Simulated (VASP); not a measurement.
## Lattice of ZrB2, functional by functional

Which functional gives which lattice for ZrB2? The starting structure is a measured crystal structure from the Crystallography Open Database.

Method: Kohn-Sham DFT with plane waves and PAW; PBEsol, LDA, PBE, PBEsol + D3(BJ), r2SCAN, r2SCAN + rVV10, vdW-DF-cx and RPBE, in VASP 6.6.1.

## Step 1: Set-up

The structure is hexagonal, space group P6/mmm (No. 191). The conventional cell has a = 3.170 Å, b = 3.170 Å, c = 3.533 Å, α = 90.00°, β = 90.00°, γ = 120.00°. Nearest to Zr lie 12 B at 2.54 Å. B has 3 B at 1.83 Å and 6 Zr at 2.54 Å nearest. Farther neighbours are not listed.

## Step 2: Relaxation with PBEsol

PBEsol restores the gradient expansion of exchange and is tuned for the cells of solids.

INCAR

```
SYSTEM = ZrB2
PREC = Accurate
ENCUT = 450
EDIFF = 1E-06
NELM = 100
ISMEAR = 1
SIGMA = 0.1
LREAL = .FALSE.
ALGO = Normal
GGA = PS
NBANDS = 15
LORBIT = 11
LWAVE = .FALSE.
LCHARG = .FALSE.
KPAR = 2
IBRION = 2
NSW = 50
ISIF = 3
EDIFFG = -0.01
```

POSCAR

```
ZrB2
1.0
    3.1700000000      0.0000000000      0.0000000000
   -1.5850000000      2.7453005300      0.0000000000
    0.0000000000      0.0000000000      3.5330000000
Zr B
1 2
Direct
    0.0000000000      0.0000000000      0.0000000000
    0.6666666667      0.3333333333      0.5000000000
    0.3333333333      0.6666666667      0.5000000000
```

KPOINTS

```
Automatic mesh
0
Gamma
10 10 8
0 0 0
```

PAW data sets: Zr_sv and B (PBE family, release 64).

Command:

```console
> mpirun -np 2 vasp_std
```

The log of the run:

```text
[banner, memory and clock lines left out]
running    2 mpi-ranks, on    1 nodes
 distrk:  each k-point on    1 cores,    2 groups
 distr:  one band on    1 cores,    1 groups

 POSCAR found type information on POSCAR ZrB
 POSCAR found :  2 types and       3 ions
|                                                                             |
|               ----> ADVICE to this user running VASP <----                  |
|                                                                             |
|     You enforced a specific xc type in the INCAR file but a different       |
|     [... a line on the potential file left out ...]
|     I HOPE YOU KNOW WHAT YOU ARE DOING!                                     |
|                                                                             |

 LDA part: xc-table for (Slater+PW92), standard interpolation
 POSCAR, INCAR and KPOINTS ok, starting setup
 FFT: planning ... GRIDC
 FFT: planning ... GRID_SOFT
 FFT: planning ... GRID
 WAVECAR not read
 entering main loop
       N       E                     dE             d eps       ncg     rms          rms(c)
DAV:   1     0.904756816853E+02    0.90476E+02   -0.90992E+03  2100   0.108E+03
DAV:   2    -0.251774122662E+02   -0.11565E+03   -0.11144E+03  2646   0.285E+02
DAV:   3    -0.288856123146E+02   -0.37082E+01   -0.36913E+01  3385   0.441E+01
DAV:   4    -0.289429039688E+02   -0.57292E-01   -0.57263E-01  2388   0.507E+00
DAV:   5    -0.289443743684E+02   -0.14704E-02   -0.14704E-02  3254   0.557E-01    0.222E+01
DAV:   6    -0.264423929959E+02    0.25020E+01   -0.59109E+00  2614   0.167E+01    0.913E+00
DAV:   7    -0.263962862866E+02    0.46107E-01   -0.67949E-01  3103   0.522E+00    0.324E+00
DAV:   8    -0.263958947255E+02    0.39156E-03   -0.93720E-02  2538   0.258E+00    0.498E-01
DAV:   9    -0.263924876249E+02    0.34071E-02   -0.18304E-02  2669   0.103E+00    0.185E-01
DAV:  10    -0.263922481285E+02    0.23950E-03   -0.12015E-03  2501   0.327E-01    0.396E-02
DAV:  11    -0.263922521419E+02   -0.40135E-05   -0.61966E-05  2985   0.729E-02    0.104E-02
DAV:  12    -0.263922506078E+02    0.15341E-05   -0.24619E-06  2268   0.114E-02    0.481E-03
DAV:  13    -0.263922504306E+02    0.17727E-06   -0.47997E-07  1246   0.595E-03
   1 F= -.26392250E+02 E0= -.26392166E+02  d E =-.263923E+02
[...]
2 F= -.26388924E+02 E0= -.26388833E+02  d E =0.332609E-02
[...]
3 F= -.26397602E+02 E0= -.26397514E+02  d E =-.535139E-02
[...]
4 F= -.26397600E+02 E0= -.26397512E+02  d E =-.534944E-02
 curvature:  -0.21 expect dE=-0.103E-04 dE for cont linesearch -0.741E-06
 ZBRENT: accuracy reached
 trial: gam= 0.01405 g(F)=  0.335E-50 g(S)=  0.482E-04 ort =-0.288E-03 (trialstep = 0.890E+00)
 search vector abs. value=  0.449E-04
 bond charge predicted
       N       E                     dE             d eps       ncg     rms          rms(c)
DAV:   1    -0.263976600922E+02   -0.60611E-04   -0.27677E-03  2212   0.464E-01    0.401E-02
DAV:   2    -0.263976303997E+02    0.29693E-04   -0.53621E-05  2422   0.594E-02    0.209E-02
DAV:   3    -0.263976197189E+02    0.10681E-04   -0.26140E-05  2639   0.411E-02    0.343E-03
DAV:   4    -0.263976198092E+02   -0.90357E-07   -0.52625E-07  1477   0.609E-03
   5 F= -.26397620E+02 E0= -.26397533E+02  d E =-.199369E-04
 trial-energy change:   -0.000020  1 .order   -0.000020   -0.000039   -0.000001
 step:   0.9193(harm=  0.9193)  dis= 0.00000  next Energy=   -26.397620 (dE=-0.203E-04)
 reached required accuracy - stopping structural energy minimisation
```

Wall time 24 s (2 MPI ranks of AMD EPYC 9R14 (Zen 4), shared host); peak memory 0.25 GiB; 46 s of CPU time.

The logs omit lines about the potential files and the build; timing stands in the text.

OUTCAR, selected parts (step 2):

```text
ion  position               nearest neighbor table
   1  0.000  0.000  0.000-   2 2.54   3 2.54   2 2.54   3 2.54   2 2.54   2 2.54   3 2.54   3 2.54
                             2 2.54   2 2.54   3 2.54   3 2.54
   2  0.667  0.333  0.500-   3 1.83   3 1.83   3 1.83   1 2.54   1 2.54   1 2.54   1 2.54   1 2.54
                             1 2.54
   3  0.333  0.667  0.500-   2 1.83   2 1.83   2 1.83   1 2.54   1 2.54   1 2.54   1 2.54   1 2.54
                             1 2.54

  LATTYP: Found a hexagonal cell.
 ALAT       =     3.1700000000
 C/A-ratio  =     1.1145110410

 Subroutine GETGRP returns: Found 24 space group operations
 (whereof 24 operations were pure point group operations)

The static configuration has the point symmetry D_6h.

 Found     70 irreducible k-points:

   k-points           NKPTS =     70   k-points in BZ     NKDIM =     70   number of bands    NBANDS=     15

   dimension x,y,z NGX =    24 NGY =   24 NGZ =   24
   dimension x,y,z NGXF=    48 NGYF=   48 NGZF=   48

   ENCUT  =  450.0 eV  33.07 Ry    5.75 a.u.   5.48  5.48  6.11*2*pi/ulx,y,z

   NELECT =      18.0000    total number of electrons

 k-points in reciprocal lattice and weights: Automatic mesh
   0.00000000  0.00000000  0.00000000       0.001
   0.10000000 -0.00000000  0.00000000       0.007
   0.20000000 -0.00000000  0.00000000       0.007
   0.30000000  0.00000000  0.00000000       0.007
   0.40000000  0.00000000  0.00000000       0.007
   0.50000000  0.00000000  0.00000000       0.004
   0.10000000  0.10000000  0.00000000       0.007
   0.20000000  0.10000000  0.00000000       0.015
   0.30000000  0.10000000  0.00000000       0.015
[...]
0.40000000  0.20000000  0.50000000       0.007
   0.30000000  0.30000000  0.50000000       0.007

 average (electrostatic) potential at core
       1 -72.3547       2 -21.9116       3 -21.9116

 E-fermi :  10.4687

 k-point     1 :       0.0000    0.0000    0.0000
  band No.  band energies     occupation
    ...
      5      -2.1667      2.00000
      6       7.9404      2.00000
      7       7.9404      2.00000
      8       7.9433      2.00000
      9       8.2927      2.00000
     10      14.0612      0.00000
     11      14.0612      0.00000
     12      14.8797      0.00000
     13      14.8797      0.00000
     14      15.5997      0.00000
    ...

 k-point     2 :       0.1000   -0.0000    0.0000
  band No.  band energies     occupation
    ...
      5      -1.9635      2.00000
      6       7.3747      2.00000
      7       7.9489      2.00000
      8       8.0646      2.00000
      9       8.1345      2.00000
     10      13.8190      0.00000
     11      13.9339      0.00000
     12      14.2381      0.00000
     13      14.3744      0.00000
     14      16.4354      0.00000
    ...

 k-point     3 :       0.2000   -0.0000    0.0000
  band No.  band energies     occupation
    ...
      5      -1.3883      2.00000
      6       6.1236      2.00000
      7       7.5705      2.00000
      8       7.9124      2.00000
      9       8.4866      2.00000
     10      12.8466      0.00000
     11      13.6245      0.00000
     12      13.9857      0.00000
     13      14.6013      0.00000
     14      16.9661      0.00000
    ...

  Total        0.0136766      0.0136766      0.0104914      0.0000000     -0.0000000     -0.0000000
  in kB        0.7237568      0.7237568      0.5551998      0.0000000     -0.0000000     -0.0000000
  external PRESSURE =       0.6675711 kB  Pullay stress =       0.0000000 kB

  energy-cutoff  :      450.00
  volume of cell :       30.28
      direct lattice vectors                 reciprocal lattice vectors
     3.154753843 -0.000000000 -0.000000000     0.316981942  0.183009610  0.000000000
    -1.577376921  2.732096970  0.000000000    -0.000000000  0.366019219 -0.000000000
    -0.000000000  0.000000000  3.512645470     0.000000000 -0.000000000  0.284685719

 POSITION                                       TOTAL-FORCE (eV/Angst)
 -----------------------------------------------------------------------------------
      0.00000      0.00000     -0.00000        -0.000000      0.000000      0.000000
      1.57738      0.91070      1.75632         0.000000     -0.000000      0.000000
     -0.00000      1.82140      1.75632        -0.000000      0.000000     -0.000000
 -----------------------------------------------------------------------------------
    total drift:                               -0.000000      0.000000      0.000000

  FREE ENERGIE OF THE ION-ELECTRON SYSTEM (eV)
  ---------------------------------------------------
  free  energy   TOTEN  =       -26.3976198092 eV

  energy  without entropy=      -26.3973586265  energy(sigma->0) =      -26.39753275

 reached required accuracy - stopping structural energy minimisation

 total charge
# of ion       s       p       d       tot
------------------------------------------
    1        2.174   6.032   1.802  10.007
    2        0.665   1.248   0.000   1.913
    3        0.665   1.248   0.000   1.913
--------------------------------------------------
tot          3.503   8.529   1.802  13.834

[... 3 further parts left out ...]
```

CONTCAR:

```
ZrB2
   1.00000000000000
     3.1547538427356066   -0.0000000000000000   -0.0000000000000000
    -1.5773769213678033    2.7320969704988949    0.0000000000000000
    -0.0000000000000000    0.0000000000000000    3.5126454695117051
  Zr              B
     1     2
Direct
     0.0000000000000000    0.0000000000000000    0.0000000000000000
     0.6666666667000030    0.3333333332999970    0.5000000000000000
     0.3333333332999970    0.6666666667000030    0.5000000000000000
```

The PAW data sets were made with PBE, which is usual practice but a small mismatch for other functionals. The run keeps the 24 symmetry operations of its start, so it cannot find a distortion of lower symmetry.

With PBEsol the relaxed cell holds 10.092 Å³ an atom, -1.53 % against the measured cell, with a = 3.155 Å and c = 3.513 Å.

## Step 3: Relaxation with LDA

LDA, the lowest rung, knows the local density alone. This run starts from the cell of an earlier relaxation, which isn't shown; the restart sets up the plane waves anew.

INCAR, as its differences from that of step 2:

```diff
@@ -9,3 +9,3 @@
 ALGO = Normal
-GGA = PS
+GGA = CA
 NBANDS = 15
```

POSCAR

```
ZrB2
1.0
    3.1327056213      0.0000000000      0.0000000000
   -1.5663528106      2.7130026506      0.0000000000
    0.0000000000      0.0000000000      3.4965143670
Zr B
1 2
Direct
    0.0000000000      0.0000000000      0.0000000000
    0.6666666667      0.3333333333      0.5000000000
    0.3333333333      0.6666666667      0.5000000000
```

KPOINTS is that of step 2.

Potentials, in the order of the species: Zr_sv and B (LDA family, release 64).

Command:

```console
> mpirun -np 2 vasp_std
```

The log of the run:

```text
[banner, memory and clock lines left out]
running    2 mpi-ranks, on    1 nodes
[...]
LDA part: xc-table for (Slater(with rela. corr.)+CA(PZ))
 , standard interpolation
 POSCAR, INCAR and KPOINTS ok, starting setup
[...]
entering main loop
       N       E                     dE             d eps       ncg     rms          rms(c)
DAV:   1     0.891524363627E+02    0.89152E+02   -0.90323E+03  2116   0.108E+03
DAV:   2    -0.266882015399E+02   -0.11584E+03   -0.11116E+03  2702   0.289E+02
DAV:   3    -0.302722927120E+02   -0.35841E+01   -0.35702E+01  3322   0.438E+01
DAV:   4    -0.303244522278E+02   -0.52160E-01   -0.52154E-01  2378   0.504E+00
[...]
DAV:  11    -0.274775015862E+02    0.27517E-05   -0.61920E-05  2899   0.726E-02    0.123E-02
DAV:  12    -0.274775000493E+02    0.15369E-05   -0.35407E-06  2500   0.133E-02    0.498E-03
DAV:  13    -0.274774999047E+02    0.14456E-06   -0.60333E-07  1282   0.696E-03
   1 F= -.27477500E+02 E0= -.27477413E+02  d E =-.274775E+02
[...]
reached required accuracy - stopping structural energy minimisation
```

The job ended after 8.2 s (2 MPI ranks; peak memory 0.22 GiB; 15 s of CPU time).

From OUTCAR (step 3):

```text
  Total        0.0218452      0.0218452      0.0002634      0.0000000      0.0000000     -0.0000000
  in kB        1.1777747      1.1777747      0.0141994      0.0000000      0.0000000     -0.0000000
  external PRESSURE =       0.7899163 kB  Pullay stress =       0.0000000 kB

 POSITION                                       TOTAL-FORCE (eV/Angst)
 -----------------------------------------------------------------------------------
      0.00000      0.00000      0.00000         0.000000     -0.000000      0.000000
      1.56635      0.90433      1.74826         0.000000      0.000000      0.000000
     -0.00000      1.80867      1.74826        -0.000000      0.000000      0.000000
 -----------------------------------------------------------------------------------
    total drift:                               -0.000000      0.000000      0.000000

  FREE ENERGIE OF THE ION-ELECTRON SYSTEM (eV)
  ---------------------------------------------------
  free  energy   TOTEN  =       -27.4774999047 eV

  energy  without entropy=      -27.4772397060  energy(sigma->0) =      -27.47741317

[... 2 parts as in an earlier step ...]

[... 2 further parts left out ...]
[key lines of the parts left out:]
E-fermi :  10.7189
```

With LDA the relaxed cell holds 9.906 Å³ an atom, -3.35 % against the measured cell, with a = 3.133 Å and c = 3.497 Å. That is -1.85 % from PBEsol.

## Step 4: Relaxation with PBE

PBE, the usual starting point, adds the gradient of the density.

INCAR, as its differences from that of step 3:

```diff
@@ -9,3 +9,3 @@
 ALGO = Normal
-GGA = CA
+GGA = PE
 NBANDS = 15
```

POSCAR

```
ZrB2
1.0
    3.1700000000      0.0000000000      0.0000000000
   -1.5850000000      2.7453005300      0.0000000000
    0.0000000000      0.0000000000      3.5330000000
Zr B
1 2
Direct
    0.0000000000      0.0000000000      0.0000000000
    0.6666666667      0.3333333333      0.5000000000
    0.3333333333      0.6666666667      0.5000000000
```

KPOINTS is that of step 3.

The projector-augmented-wave data sets are Zr_sv and B (PBE family, release 64).

Command:

```console
> mpirun -np 2 vasp_std
```

The log of the run:

```text
[banner, memory and clock lines left out]
running    2 mpi-ranks, on    1 nodes
[...]
LDA part: xc-table for (Slater+PW92), standard interpolation
 POSCAR, INCAR and KPOINTS ok, starting setup
[...]
entering main loop
       N       E                     dE             d eps       ncg     rms          rms(c)
DAV:   1     0.921256817779E+02    0.92126E+02   -0.91094E+03  2100   0.108E+03
DAV:   2    -0.238707425915E+02   -0.11600E+03   -0.11179E+03  2653   0.285E+02
DAV:   3    -0.275924083956E+02   -0.37217E+01   -0.37032E+01  3393   0.442E+01
DAV:   4    -0.276488674562E+02   -0.56459E-01   -0.56431E-01  2374   0.504E+00
[...]
DAV:  11    -0.249733283575E+02   -0.74208E-05   -0.60521E-05  2971   0.739E-02    0.101E-02
DAV:  12    -0.249733269178E+02    0.14397E-05   -0.26277E-06  2270   0.119E-02    0.416E-03
DAV:  13    -0.249733269310E+02   -0.13216E-07   -0.29436E-07  1190   0.508E-03
   1 F= -.24973327E+02 E0= -.24973250E+02  d E =-.249733E+02
[... from here on, the cycles between the ionic steps are left out ...]
   2 F= -.24973517E+02 E0= -.24973439E+02  d E =-.189689E-03
   3 F= -.24974001E+02 E0= -.24973924E+02  d E =-.673857E-03
   4 F= -.24974086E+02 E0= -.24974007E+02  d E =-.851186E-04
 trial-energy change:   -0.000085  1 .order   -0.000082   -0.000204    0.000039
 step:   0.7607(harm=  0.7607)  dis= 0.00000  next Energy=   -24.974086 (dE=-0.855E-04)
 reached required accuracy - stopping structural energy minimisation
```

Wall time 21 s (2 MPI ranks); peak memory 0.26 GiB.

Parts of OUTCAR (step 4):

```text
  Total        0.0158891      0.0158891     -0.0074760      0.0000000     -0.0000000     -0.0000000
  in kB        0.8243884      0.8243884     -0.3878817      0.0000000     -0.0000000     -0.0000000
  external PRESSURE =       0.4202984 kB  Pullay stress =       0.0000000 kB

 POSITION                                       TOTAL-FORCE (eV/Angst)
 -----------------------------------------------------------------------------------
      1.58504      2.74536      0.00000        -0.000000      0.000000     -0.000000
      1.58504      0.91512      1.77410         0.000000     -0.000000     -0.000000
     -0.00000      1.83024      1.77410        -0.000000     -0.000000      0.000000
 -----------------------------------------------------------------------------------
    total drift:                                0.000000     -0.000000     -0.000000

  FREE ENERGIE OF THE ION-ELECTRON SYSTEM (eV)
  ---------------------------------------------------
  free  energy   TOTEN  =       -24.9740859061 eV

  energy  without entropy=      -24.9738502469  energy(sigma->0) =      -24.97400735

[... 2 parts as in an earlier step ...]

[... 2 further parts left out ...]
[key lines of the parts left out:]
E-fermi :  10.3698
```

With PBE the relaxed cell holds 10.293 Å³ an atom, +0.44 % against the measured cell, with a = 3.170 Å and c = 3.548 Å. That is +2.00 % from PBEsol.

## Step 5: Relaxation with PBEsol + D3(BJ)

D3 with Becke-Johnson damping keeps a finite attraction at short range. This run starts from the cell of an earlier relaxation, which isn't shown; the restart sets up the plane waves anew.

INCAR, as its differences from that of step 4:

```diff
@@ -9,3 +9,4 @@
 ALGO = Normal
-GGA = PE
+GGA = PS
+IVDW = 12
 NBANDS = 15
```

POSCAR

```
ZrB2
1.0
    3.1310257004      0.0000000000      0.0000000000
   -1.5655128502      2.7115477965      0.0000000000
    0.0000000000      0.0000000000      3.4809661613
Zr B
1 2
Direct
    0.0000000000      0.0000000000      0.0000000000
    0.6666666667      0.3333333333      0.5000000000
    0.3333333333      0.6666666667      0.5000000000
```

KPOINTS is that of step 4.

Command:

```console
> mpirun -np 2 vasp_std
```

The log of the run:

```text
[banner, memory and clock lines left out]
running    2 mpi-ranks, on    1 nodes
[...]
[... a notice as in an earlier step ...]

 LDA part: xc-table for (Slater+PW92), standard interpolation
 POSCAR, INCAR and KPOINTS ok, starting setup
[...]
entering main loop
       N       E                     dE             d eps       ncg     rms          rms(c)
DAV:   1     0.926416578069E+02    0.92642E+02   -0.89391E+03  2100   0.107E+03
DAV:   2    -0.253031178248E+02   -0.11794E+03   -0.11394E+03  2723   0.290E+02
DAV:   3    -0.289305419199E+02   -0.36274E+01   -0.36122E+01  3363   0.442E+01
DAV:   4    -0.289821974594E+02   -0.51656E-01   -0.51652E-01  2415   0.508E+00
[...]
DAV:  11    -0.263830392476E+02   -0.51426E-06   -0.68494E-05  3050   0.761E-02    0.119E-02
DAV:  12    -0.263830375849E+02    0.16627E-05   -0.29768E-06  2352   0.125E-02    0.535E-03
DAV:  13    -0.263830373979E+02    0.18698E-06   -0.56120E-07  1261   0.648E-03
   1 F= -.27521574E+02 E0= -.27521485E+02  d E =-.275216E+02
[...]
reached required accuracy - stopping structural energy minimisation
```

Elapsed: 8.4 s, on 2 MPI ranks; peak memory 0.27 GiB; 16 s of CPU time.

Parts of OUTCAR (step 5):

```text
 Edisp (eV)   -1.13854

  Total       0.01991     0.01991     0.01783     0.00000     0.00000    -0.00000
  in kB       1.07949     1.07949     0.96681     0.00000     0.00000    -0.00000
  external pressure =        1.04 kB  Pullay stress =        0.00 kB

 POSITION                                       TOTAL-FORCE (eV/Angst)
 -----------------------------------------------------------------------------------
      0.00000      0.00000      0.00000         0.000000      0.000000      0.000000
      1.56551      0.90385      1.74048         0.000000     -0.000000      0.000000
     -0.00000      1.80770      1.74048        -0.000000     -0.000000      0.000000
 -----------------------------------------------------------------------------------
    total drift:                               -0.000000      0.000000      0.000000

  FREE ENERGIE OF THE ION-ELECTRON SYSTEM (eV)
  ---------------------------------------------------
  free  energy   TOTEN  =       -27.5215738568 eV

  energy  without entropy=      -27.5213060679  energy(sigma->0) =      -27.52148459

[... 2 parts as in an earlier step ...]

[... 2 further parts left out ...]
[key lines of the parts left out:]
E-fermi :  10.7331
```

With PBEsol + D3(BJ) the relaxed cell holds 9.851 Å³ an atom, -3.88 % against the measured cell, with a = 3.131 Å and c = 3.481 Å. That is -2.39 % from PBEsol.

(Continued in part 2 of 2.)

[Lines on the potential files, build, host, timing and source positions are cut from VASP's logs without a mark.]

[Logs are printed without paths, hosts, clocks, repeated set-up lines and the standing remarks that a program may print on its own settings, such as how far it seeks lower states.]

[Hosts, paths, dates, database ids (printed as entryN), source tags and the programs' standing remarks are cut or masked in the printed files.]
